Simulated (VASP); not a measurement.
Here is the system:

```xyz
3
Lattice="0.0000 3.0334 3.0334 3.0334 0.0000 3.0334 3.0334 3.0334 0.0000" Properties=species:S:1:pos:R:3 pbc="T T T"
Pb     0.0000     0.0000     0.0000
F      1.5167     1.5167     1.5167
F      4.5500     4.5500     4.5500
```

Level of theory: revPBE GGA, VASP's PBE PAW potentials (set 64) (plane waves; VASP). Run with 520 eV cut-off, Gaussian smearing of 0.050 eV, potentials Pb_d F.

Unless said otherwise, spin-orbit coupling is left out, though it shifts the bands of the heavy elements here.

Give the energies of bands 8 to 17 at the high-symmetry points, in eV from the valence-band maximum.

| band | Γ | X | U | L | W |
|---|---|---|---|---|---|
| 8 | -4.62 | -6.00 | -5.95 | -5.60 | -5.97 |
| 9 | -2.04 | -2.97 | -2.92 | -2.48 | -3.12 |
| 10 | -2.04 | -2.97 | -2.77 | -2.19 | -2.19 |
| 11 | -2.04 | -1.20 | -1.65 | -2.19 | -2.19 |
| 12 | -1.57 | -1.20 | -1.34 | -1.73 | -1.24 |
| 13 | -1.57 | -1.18 | -1.20 | -1.73 | -1.14 |
| 14 | -1.57 | -0.14 | -0.04 | 0.00 | -0.01 |
| 15 | 6.75 | 4.51 | 5.33 | 5.14 | 6.01 |
| 16 | 6.75 | 7.70 | 6.64 | 7.49 | 6.01 |
| 17 | 6.75 | 7.70 | 7.68 | 7.49 | 7.45 |

The gap is indirect, 4.51 eV, from the valence maximum at L to the conduction minimum at X.

The compound is PbF2 in the fluorite structure, the β form. It was relaxed first, which changed the volume by +7 %.
